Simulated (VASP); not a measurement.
```yaml
crystal:
  lattice:
    - [3.34806, 0.00000, 0.00000]
    - [-1.67403, 2.89950, 0.00000]
    - [0.00000, 0.00000, 9.34534]
  atoms:
    - { symbol: Ta, position: [0.33333, 0.66667, 0.04011] }
    - { symbol: Ta, position: [0.66667, 0.33333, 0.54011] }
    - { symbol: Te, position: [0.33333, 0.66667, 0.33489] }
    - { symbol: Te, position: [0.66667, 0.33333, 0.83489] }
```

Method: PBEsol GGA, VASP's PBE PAW potentials (set 64) (plane waves; VASP). Run with 400 eV cut-off, Gaussian smearing of 0.050 eV, potentials Ta_pv Te.

Unless said otherwise, spin-orbit coupling is left out, though it shifts the bands of the heavy elements here.

**Question.** Estimate the band gap (along the path) with the smallest direct gap where there is one.

**Answer.** 
```yaml
band gap (along the path): none (metal, semimetal or under 0.01 eV)
```

The structure was generated: TaTe was put into the wurtzite type (P6_3mc), which need not be its known phase. It was relaxed first, which changed the volume by -50 %.
